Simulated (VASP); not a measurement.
An input for Quantum ESPRESSO's pw.x (written as the equivalent of a VASP run, and not itself run):

```
&CONTROL
  calculation = 'vc-relax'
  pseudo_dir = './pseudo'
  outdir = './out'
  tprnfor = .true.
  tstress = .true.
  nstep = 40
  forc_conv_thr = 0.00078
/
&SYSTEM
  ibrav = 0
  nat = 1
  ntyp = 1
  ecutwfc = 58
  occupations = 'smearing'
  smearing = 'methfessel-paxton'
  degauss = 0.00735
  input_dft = 'pz'
/
&ELECTRONS
  conv_thr = 7.3e-08
  electron_maxstep = 100
/
&IONS
/
&CELL
  press = 50
/
ATOMIC_SPECIES
  Ta 180.948 Ta.upf
CELL_PARAMETERS angstrom
    -1.6281530    1.6281530    1.6281530
     1.6281530   -1.6281530    1.6281530
     1.6281530    1.6281530   -1.6281530
ATOMIC_POSITIONS crystal
  Ta   0.0000000  0.0000000  0.0000000
K_POINTS automatic
  16 16 16 0 0 0
```

Problem. Write the VASP files for the same calculation (LDA).

Solution. Several could match; the one computed here: 
### INCAR
```
SYSTEM=Ta
PREC=Accurate; ENCUT=500; LREAL=.FALSE.
LASPH=.TRUE.
EDIFF=1E-6; NELM=100; ALGO=Normal
LMAXMIX=6
ISMEAR=1; SIGMA=0.1
IBRION=2; NSW=40; ISIF=3
EDIFFG=-0.02; PSTRESS=50
LWAVE=.FALSE.; LCHARG=.FALSE.
```

### POSCAR
```
Ta
1
   -1.6281530033     1.6281530033     1.6281530033
    1.6281530033    -1.6281530033     1.6281530033
    1.6281530033     1.6281530033    -1.6281530033
Ta
1
Direct
  0.0000000000   0.0000000000   0.0000000000
```

KPOINTS:
```
kpoints
0
G
 16 16 16
0 0 0
```

POTCAR, in this order: Ta_pv (LDA.64 set). Program: vasp_std.

What does not carry over: the potentials are each code's own (VASP's PAW set, PseudoDojo norm-conserving files in pw.x), so ENCUT and ecutwfc are chosen apart and not converted; conv_thr bounds pw.x's estimated SCF error, while EDIFF bounds the energy change between steps; forc_conv_thr acts on force components and is met together with etot_conv_thr.

The compound is Ta in the bcc structure. This run relaxes it under an external pressure of 5 GPa. Symmetry was kept, so distortions that lower it aren't found.
